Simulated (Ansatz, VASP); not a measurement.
# KTaO3 in two plane-wave programs, part 2 of 3

Wanted: the spread between two codes on one cell, functional and k mesh.

VASP 6.6.1 and Ansatz 0.2.0.

So far. Step 2 (VASP: band structure, LDA): The PAW data sets were made with PBE, though LDA sets exist; this is a small mismatch. At this level the cell is under a tension of 4.0 GPa, so at these settings it is away from equilibrium.

**4. Comparison**

Known differences besides the potentials themselves: the two LDA forms differ slightly; the data sets hold 40 valence electrons in Ansatz (default PAW (the set named soft_2) files) and 38 in VASP; the cutoff is 420 eV in Ansatz and 520 eV in VASP; Ansatz makes its cores anew for this functional, VASP keeps those of its PBE data sets; VASP's log shows a relativistic correction to its local exchange, Ansatz's none. Total energies have different zeros and are not compared.

The two programs side by side:

```csv
quantity,Ansatz,VASP,difference
pressure (GPa),-5.59,-4.04,-1.54
pressure without Ansatz's Pulay correction (GPa),-6.34,-4.04,-2.30
gap over the path points (eV),2.054,2.009,+0.045
```

Levels at points of the path, from each program's valence-band top (eV; 4 filled, then empty):

```csv
k (reciprocal lattice),Ansatz,VASP
0.000 0.000 0.000,-1.07 -0.62 -0.62 -0.62 2.05 2.05 2.05,-1.08 -0.62 -0.62 -0.62 2.01 2.01 2.01
0.000 0.100 0.000,-1.12 -0.93 -0.68 -0.68 2.07 2.39 2.39,-1.13 -0.94 -0.69 -0.69 2.02 2.35 2.35
0.000 0.200 0.000,-1.47 -1.25 -0.75 -0.75 2.11 3.15 3.15,-1.48 -1.26 -0.76 -0.76 2.06 3.12 3.12
0.000 0.300 0.000,-1.86 -1.40 -0.80 -0.80 2.16 4.00 4.00,-1.88 -1.41 -0.81 -0.81 2.12 3.98 3.98
0.000 0.433 0.000,-2.14 -1.53 -0.84 -0.84 2.21 4.83 4.83,-2.15 -1.55 -0.85 -0.85 2.17 4.81 4.81
0.000 0.500 0.000,-2.18 -1.55 -0.85 -0.85 2.22 4.95 4.95,-2.19 -1.57 -0.85 -0.85 2.17 4.93 4.93
0.100 0.500 0.000,-1.89 -1.30 -1.08 -1.01 2.53 4.96 5.03,-1.90 -1.31 -1.09 -1.01 2.49 4.93 5.00
0.200 0.500 0.000,-1.72 -1.35 -1.30 -0.78 3.26 4.97 5.27,-1.73 -1.36 -1.31 -0.78 3.23 4.94 5.24
0.333 0.500 0.000,-1.56 -1.54 -1.44 -0.26 4.34 4.98 5.81,-1.56 -1.55 -1.45 -0.26 4.31 4.96 5.79
0.433 0.500 0.000,-1.63 -1.46 -1.44 -0.07 4.88 4.99 6.18,-1.63 -1.47 -1.45 -0.07 4.86 4.97 6.16
```

Among the levels compared at these points, filled levels agree within 20 meV and empty ones within 45 meV. Ansatz's pressure holds a Pulay correction of 0.75 GPa; VASP's holds none.

**5. Other set-ups**

Further runs change the set-up of one program: Ansatz's method, potentials or start, or VASP's data sets, cutoff or form of LDA. The table gives Ansatz less VASP for each quantity, since a change that brings one quantity closer may part another.

```csv
run,pressure (GPa),gap over the path points (eV),pressure without Ansatz's Pulay correction (GPa)
as above,-1.5,0.045,-2.3
cores kept as stored,-1.6,0.044,-2.3
Ansatz's all-electron LAPW method,-1.5,0.052,
Ansatz's larger PAW set (cutoff 900 eV),-1.4,0.052,-1.5
norm-conserving potentials (cutoff 1143 eV),-3.5,0.062,
```

**6. VASP: band structure, PBE**

Levels along a path test the potential and the projectors away from the mesh points.

INCAR reads:

```
SYSTEM = KTaO3
PREC = Accurate
ENCUT = 520
EDIFF = 1E-06
NELM = 100
ISMEAR = 0
SIGMA = 0.02
LREAL = .FALSE.
ALGO = Normal
GGA = PE
NBANDS = 34
LORBIT = 11
LWAVE = .FALSE.
LCHARG = .FALSE.
KPAR = 8
```

POSCAR reads:

```
KTaO3
1.0
    3.9883000000      0.0000000000      0.0000000000
    0.0000000000      3.9883000000      0.0000000000
    0.0000000000      0.0000000000      3.9883000000
K Ta O
1 1 3
Direct
    0.5000000000      0.5000000000      0.5000000000
    0.0000000000      0.0000000000      0.0000000000
    0.5000000000      0.0000000000      0.0000000000
    0.0000000000      0.5000000000      0.0000000000
    0.0000000000      0.0000000000      0.5000000000
```

KPOINTS reads:

```
Automatic mesh
0
Gamma
4 4 4
0 0 0
```

KPOINTS_OPT reads:

```
Line mode
16
Line-mode
Reciprocal
  0.00000000   0.00000000   0.00000000 GAMMA
  0.00000000   0.50000000   0.00000000 X

  0.00000000   0.50000000   0.00000000 X
  0.50000000   0.50000000   0.00000000 M

  0.50000000   0.50000000   0.00000000 M
  0.00000000   0.00000000   0.00000000 GAMMA

  0.00000000   0.00000000   0.00000000 GAMMA
  0.50000000   0.50000000   0.50000000 R

  0.50000000   0.50000000   0.50000000 R
  0.00000000   0.50000000   0.00000000 X

  0.50000000   0.50000000   0.00000000 M
  0.50000000   0.50000000   0.50000000 R
```

The projector-augmented-wave data sets are K_sv, Ta_pv and O (PBE family, release 64).

Command:

```sh
$ mpirun -np 8 vasp_std
```

Numbers of over 12 decimals in the logs are rounded to 6 here.

Output:

```text
[banner, memory and clock lines left out]
running    8 mpi-ranks, on    1 nodes
[...]
[... a notice as in an earlier step ...]

 LDA part: xc-table for (Slater+PW92), standard interpolation
 POSCAR, INCAR and KPOINTS ok, starting setup
[...]
entering main loop
       N       E                     dE             d eps       ncg     rms          rms(c)
DAV:   1     0.313195242943E+03    0.31320E+03   -0.19536E+04   680   0.111E+03
DAV:   2    -0.296471231749E+02   -0.34284E+03   -0.32742E+03   776   0.342E+02
DAV:   3    -0.488475606669E+02   -0.19200E+02   -0.19016E+02   892   0.778E+01
DAV:   4    -0.495815276945E+02   -0.73397E+00   -0.73107E+00   970   0.963E+00
[...]
DAV:  12    -0.410039919672E+02   -0.22084E-04   -0.43929E-05   802   0.495E-02    0.412E-02
DAV:  13    -0.410039882423E+02    0.37250E-05   -0.25717E-05   810   0.303E-02    0.549E-03
DAV:  14    -0.410039884167E+02   -0.17448E-06   -0.70204E-07   700   0.537E-03
   1 F= -.41003988E+02 E0= -.41003988E+02  d E =-.276690E-13
 Start KPOINTS_OPT (optional k-point list driver)
k-point batch [1-10\96]
       N       E                     dE             ncg
DAV:   1    -0.410107236670E+03   -0.26178E+04      680
DAV:   2    -0.368508798450E+04   -0.32750E+04      808
DAV:   3    -0.386860339129E+04   -0.18352E+03      862
DAV:   4    -0.387541888580E+04   -0.68155E+01      928
DAV:   5    -0.387547839196E+04   -0.59506E-01      826
DAV:   6    -0.387548014986E+04   -0.17579E-02      960
DAV:   7    -0.387548015989E+04   -0.10030E-04      784
DAV:   8    -0.387548016011E+04   -0.21521E-06      582
[...]
k-point batch [91-96\96]
       N       E                     dE             ncg
DAV:   1     0.510107742004E+04   -0.92225E+04      408
DAV:   2     0.305897246761E+04   -0.20421E+04      460
DAV:   3     0.294641185742E+04   -0.11256E+03      592
DAV:   4     0.294419547904E+04   -0.22164E+01      538
DAV:   5     0.294416298108E+04   -0.32498E-01      534
DAV:   6     0.294416199329E+04   -0.98779E-03      502
DAV:   7     0.294416198261E+04   -0.10680E-04      558
DAV:   8     0.294416198249E+04   -0.11699E-06      342
```

From OUTCAR (step 6):

```text
  Total        2.4244251      2.4244251      2.4244251      0.0000000      0.0000000      0.0000000
  in kB       61.2288223     61.2288223     61.2288223      0.0000000      0.0000000      0.0000000
  external PRESSURE =      61.2288223 kB  Pullay stress =       0.0000000 kB

  FREE ENERGIE OF THE ION-ELECTRON SYSTEM (eV)
  ---------------------------------------------------
  free  energy   TOTEN  =       -41.0039884167 eV

  energy  without entropy=      -41.0039884167  energy(sigma->0) =      -41.00398842

[... 3 parts as in an earlier step ...]

[... 1 further part left out ...]
[key lines of the parts left out:]
E-fermi :   1.9067
```

At this level the cell is under a pressure of 6.1 GPa, so at these settings it is away from equilibrium.

**7. Ansatz: band structure, PBE**

The same cell, functional, mesh and smearing now go to Ansatz, which takes its cutoff from its data sets.

input.yaml reads:

```yaml
crystal:
  lattice:
    - [3.9883, 0.0, 0.0]
    - [0.0, 3.9883, 0.0]
    - [0.0, 0.0, 3.9883]
  atoms:
    - { symbol: K, position: [0.5, 0.5, 0.5] }
    - { symbol: Ta, position: [0.0, 0.0, 0.0] }
    - { symbol: O, position: [0.5, 0.0, 0.0] }
    - { symbol: O, position: [0.0, 0.5, 0.0] }
    - { symbol: O, position: [0.0, 0.0, 0.5] }
hamiltonian:
  xc: pbe
  pseudopotentials: { kind: paw }
kpoints:
  mp_grid: { grid: [4, 4, 4] }
  band_path:
    path:
      - [0.0, 0.0, 0.0]
      - [0.0, 0.1, 0.0]
      - [0.0, 0.2, 0.0]
      - [0.0, 0.3, 0.0]
      - [0.0, 0.43333, 0.0]
      - [0.0, 0.5, 0.0]
      - [0.1, 0.5, 0.0]
      - [0.2, 0.5, 0.0]
      - [0.33333, 0.5, 0.0]
      - [0.43333, 0.5, 0.0]
      - [0.5, 0.5, 0.0]
      - [0.36667, 0.36667, 0.0]
      - [0.26667, 0.26667, 0.0]
      - [0.16667, 0.16667, 0.0]
      - [0.06667, 0.06667, 0.0]
      - [0.03333, 0.03333, 0.03333]
      - [0.13333, 0.13333, 0.13333]
      - [0.23333, 0.23333, 0.23333]
      - [0.33333, 0.33333, 0.33333]
      - [0.46667, 0.46667, 0.46667]
      - [0.5, 0.5, 0.5]
      - [0.46667, 0.5, 0.46667]
      - [0.36667, 0.5, 0.36667]
      - [0.23333, 0.5, 0.23333]
      - [0.13333, 0.5, 0.13333]
      - [0.03333, 0.5, 0.03333]
      - [0.5, 0.5, 0.03333]
      - [0.5, 0.5, 0.16667]
      - [0.5, 0.5, 0.26667]
      - [0.5, 0.5, 0.36667]
      - [0.5, 0.5, 0.5]
    npoints: 1
scf:
  occupations: { method: gaussian, width: 0.02 }
  n_extra_bands: 8
output:
  forces: true
  stress: true
  eigenvalues: true
```

Command:

```sh
$ ansatz run input.yaml --threads 2 --pin off --max-ram 4608MiB --backend cpu --events-out ev --progress --plain --runs-dir out
```

Output:

```text
[...]
Crystal: 5 atoms, lattice volume = 63.440 Å³
Basis set: ecut = 420 eV, 1237 PW (Γ), exchange–correlation on 54×54×54 points (8 copies of the dense FFT grid, shifted against one another)
Bands: 28, of which v1, the nominal top of the filled ones, is band 20 counted from 1 (19 counted from 0)
Symmetry: 48 space group operations
[...]
k-points: 10 of 64
[...]
k-point 0: bands = [... 16 lower, 7.7440, 8.1840, 8.1840, 8.1840, 11.0009, 11.0009, 11.0009, 15.4277, ... 4 higher]
  k-point 1: bands = [... 16 lower, 7.1375, 7.5077, 8.0244, 8.0244, 11.0779, 12.4883, 12.4883, 15.6200, ... 4 higher]
  k-point 2: bands = [... 16 lower, 6.6734, 7.2902, 7.9602, 7.9602, 11.1583, 13.8356, 13.8356, 15.6358, ... 4 higher]
  k-point 9: bands = [... 16 lower, 4.9010, 8.7956, 8.7956, 8.7956, 15.2918, 15.2918, 15.2918, 17.7038, ... 4 higher]
[key lines of the parts left out:]
SCF converged after 6 iterations
Free energy (F): -13178.176682 eV
Fermi energy:    9.898222 eV
P = ⅓ Tr σ = 5.4555 GPa (54.555 kbar)
```

The job ended after 1.5 s (2 threads of Arm Neoverse V1, shared host; peak memory 0.3 GiB).

**8. Side by side**

What differs besides the data sets and the points named for the pairs above, as far as they apply: VASP leaves aspherical gradient terms in its spheres out (LASPH is not set), Ansatz keeps them. Total energies have different zeros and are not compared.

Compared:

```csv
quantity,Ansatz,VASP,difference
pressure (GPa),5.46,6.12,-0.67
pressure without Ansatz's Pulay correction (GPa),4.90,6.12,-1.22
gap over the path points (eV),2.205,2.156,+0.049
```

Levels at points of the path, from each program's valence-band top (eV; 4 filled, then empty):

```csv
k (reciprocal lattice),Ansatz,VASP
0.000 0.000 0.000,-1.05 -0.61 -0.61 -0.61 2.21 2.21 2.21,-1.06 -0.62 -0.62 -0.62 2.16 2.16 2.16
0.000 0.100 0.000,-1.10 -0.92 -0.67 -0.67 2.22 2.53 2.53,-1.11 -0.93 -0.69 -0.69 2.17 2.48 2.48
0.000 0.200 0.000,-1.45 -1.22 -0.74 -0.74 2.26 3.27 3.27,-1.46 -1.23 -0.76 -0.76 2.21 3.23 3.23
0.000 0.300 0.000,-1.83 -1.36 -0.79 -0.79 2.31 4.11 4.11,-1.84 -1.37 -0.81 -0.81 2.26 4.07 4.07
0.000 0.433 0.000,-2.09 -1.49 -0.83 -0.83 2.36 4.92 4.92,-2.10 -1.50 -0.84 -0.84 2.31 4.88 4.88
0.000 0.500 0.000,-2.12 -1.50 -0.83 -0.83 2.36 5.04 5.04,-2.14 -1.51 -0.85 -0.85 2.31 5.00 5.00
0.100 0.500 0.000,-1.85 -1.26 -1.06 -0.99 2.67 5.04 5.12,-1.86 -1.27 -1.07 -1.01 2.62 5.01 5.08
0.200 0.500 0.000,-1.68 -1.32 -1.28 -0.76 3.38 5.05 5.37,-1.69 -1.34 -1.30 -0.76 3.34 5.02 5.33
0.333 0.500 0.000,-1.54 -1.51 -1.42 -0.25 4.43 5.07 5.91,-1.56 -1.53 -1.43 -0.25 4.40 5.03 5.88
0.433 0.500 0.000,-1.62 -1.44 -1.42 -0.07 4.97 5.08 6.28,-1.64 -1.45 -1.43 -0.07 4.93 5.04 6.24
```

Among the levels compared at these points, filled levels agree within 25 meV and empty ones within 49 meV. Ansatz's pressure holds a Pulay correction of 0.55 GPa; VASP's holds none.

**9. Ansatz: band structure, PBE, spin-orbit coupling**

The same path points are solved in both programs, so levels can be compared one by one.

Changes to input.yaml since step 7:

```diff
@@ -13,3 +13,6 @@
   xc: pbe
-  pseudopotentials: { kind: paw }
+  pseudopotentials: { kind: paw_fr }
+magnetization:
+  noncollinear: true
+  spin_orbit: true
 kpoints:
@@ -52,3 +55,3 @@
   occupations: { method: gaussian, width: 0.02 }
-  n_extra_bands: 8
+  n_extra_bands: 16
 output:
```

Output:

```text
[...]
non-collinear run that drives no moment, with spin-orbit: no starting moment large enough to seed its density (crystal.atoms[].spin), no starting occupations that ask for one, no magnetisation constraint and no magnetic field, so the semilocal B_xc is pinned to zero
Crystal: 5 atoms, lattice volume = 63.440 Å³
[...]
k-point 1: bands = [... 36 lower, 7.9580, 7.9580, 8.0986, 8.0986, 11.0563, 11.0563, 12.3632, 12.3632, ... 12 higher]
  k-point 2: bands = [... 36 lower, 7.8848, 7.8848, 8.0429, 8.0429, 11.1460, 11.1460, 13.7019, 13.7019, ... 12 higher]
  k-point 9: bands = [... 36 lower, 8.7987, 8.7987, 8.7987, 8.7987, 15.1434, 15.1434, 15.1434, 15.1434, ... 12 higher]
[key lines of the parts left out:]
SCF converged after 8 iterations
Magnetization: |M| = 0.0000 μB,  M = (+0.0000, +0.0000, +0.0000) μB
Free energy (F): -13200.748606 eV
Fermi energy:    9.831156 eV
P = ⅓ Tr σ = 5.2516 GPa (52.516 kbar)
```

The job ended after 13 s (2 threads; peak memory 0.48 GiB; 25 s of CPU time).

**10. VASP: band structure, PBE, spin-orbit coupling**

The same cell, functional, mesh and smearing now go to VASP, with its own data sets and cutoff.

Changes to INCAR since step 6:

```diff
@@ -10,3 +10,9 @@
 GGA = PE
-NBANDS = 34
+LNONCOLLINEAR = .TRUE.
+MAGMOM = 0 0 0 0 0 0 0 0 0 0 0 0 0 0 0
+NBANDS = 50
+GGA_COMPAT = .FALSE.
+LASPH = .TRUE.
+LSORBIT = .TRUE.
+LMAXMIX = 4
 LORBIT = 11
```

POSCAR is that of step 6.

KPOINTS is that of step 6.

KPOINTS_OPT is that of step 6.

Command:

```sh
$ mpirun -np 8 vasp_ncl
```

Output:

```text
[... set-up lines as in an earlier step ...]
 entering main loop
       N       E                     dE             d eps       ncg     rms          rms(c)
DAV:   1     0.357057143778E+03    0.35706E+03   -0.20505E+04  1000   0.153E+03
DAV:   2    -0.218789482457E+02   -0.37894E+03   -0.36686E+03  1182   0.450E+02
DAV:   3    -0.492138841451E+02   -0.27335E+02   -0.27154E+02  1296   0.119E+02
DAV:   4    -0.502035532092E+02   -0.98967E+00   -0.98744E+00  1534   0.174E+01
[...]
DAV:  12    -0.416094944656E+02   -0.19189E-04   -0.16898E-04  1336   0.967E-02    0.231E-02
DAV:  13    -0.416095093265E+02   -0.14861E-04   -0.22677E-05  1330   0.355E-02    0.943E-03
DAV:  14    -0.416095103092E+02   -0.98275E-06   -0.17839E-06  1000   0.926E-03
   1 F= -.41609510E+02 E0= -.41609510E+02  d E =-.366944E-37  mag=     0.0000    -0.0000    -0.0000
 Start KPOINTS_OPT (optional k-point list driver)
k-point batch [1-10\96]
       N       E                     dE             ncg
DAV:   1    -0.528151576260E+02   -0.12581E+04     1000
DAV:   2    -0.358265554910E+04   -0.35298E+04     1146
DAV:   3    -0.386831913185E+04   -0.28566E+03     1246
DAV:   4    -0.388275532134E+04   -0.14436E+02     1564
DAV:   5    -0.388315380956E+04   -0.39849E+00     1472
DAV:   6    -0.388315824296E+04   -0.44334E-02     1342
DAV:   7    -0.388315838774E+04   -0.14478E-03     1464
DAV:   8    -0.388315839215E+04   -0.44073E-05     1166
DAV:   9    -0.388315839224E+04   -0.93152E-07      808
[...]
k-point batch [91-96\96]
       N       E                     dE             ncg
DAV:   1     0.523843228102E+04   -0.88410E+04      600
DAV:   2     0.308355104114E+04   -0.21549E+04      696
DAV:   3     0.293267699014E+04   -0.15087E+03      848
DAV:   4     0.292974405132E+04   -0.29329E+01      736
DAV:   5     0.292959884814E+04   -0.14520E+00     1020
DAV:   6     0.292959739819E+04   -0.14500E-02      790
DAV:   7     0.292959733028E+04   -0.67905E-04      922
DAV:   8     0.292959732958E+04   -0.70589E-06      732
```

[end of part 2 of 3]

[Lines on the potential files, build, host, timing and source positions are cut from VASP's logs without a mark.]

[Logs are printed without paths, hosts, clocks, repeated set-up lines and the standing remarks that a program may print on its own settings, such as how far it seeks lower states.]

[Hosts, paths, dates, database ids (printed as entryN), source tags and the programs' standing remarks are cut or masked in the printed files.]

[VASP's PBE data sets in a run with another functional are called a small mismatch above; for pressures it isn't always small: they can move by 1 GPa and more.]
